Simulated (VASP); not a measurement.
Given:

```
TiN
1.0
    0.00000     2.04965     2.04965
    2.04965     0.00000     2.04965
    2.04965     2.04965     0.00000
Ti N
1 1
Direct
  0.00000   0.00000   0.00000
  0.50000   0.50000   0.50000
```

Method: LDA (Ceperley-Alder, Perdew-Zunger), VASP's LDA PAW potentials (set 64) (plane waves; VASP). Settings: 620 eV cut-off, 15×15×15 Γ-centred mesh, first-order Methfessel-Paxton smearing of 0.10 eV, potentials Ti_sv N.

Energy and stress use the plane-wave basis of the starting cell.

Task: The ions, cell shape and volume at an external pressure of 30.0 GPa are relaxed. Which structure does the run end with?

Result: 
```
TiN
1.0
    0.00000     2.03340     2.03340
    2.03340     0.00000     2.03340
    2.03340     2.03340     0.00000
Ti N
1 1
Cartesian
  0.00000   0.00000   0.00000
  2.03340   2.03340   2.03340
```
Space group Fm-3m (225), at a tolerance of 0.03 Å.

Task: How do energy and volume change from the first to the last step?

Result: The energy (σ→0) changes by +31.3 meV/atom and the volume by -2.4 %, in 3 ionic steps.

| step | E(σ→0) (eV) | max force (eV/Å) | pressure (GPa) | volume (Å³) |
|---|---|---|---|---|
| 1 | -21.6131 | 0.000 | 19.76 | 17.22 |
| 2 | -21.3009 | 0.000 | 57.53 | 15.89 |
| 3 | -21.5505 | 0.000 | 29.78 | 16.82 |

The compound is TiN in the rock salt structure. This run relaxes it under an external pressure of 30 GPa. Symmetry was kept, so distortions that lower it aren't found. The electron count is odd and the run is not spin-polarised, which forces a metal.
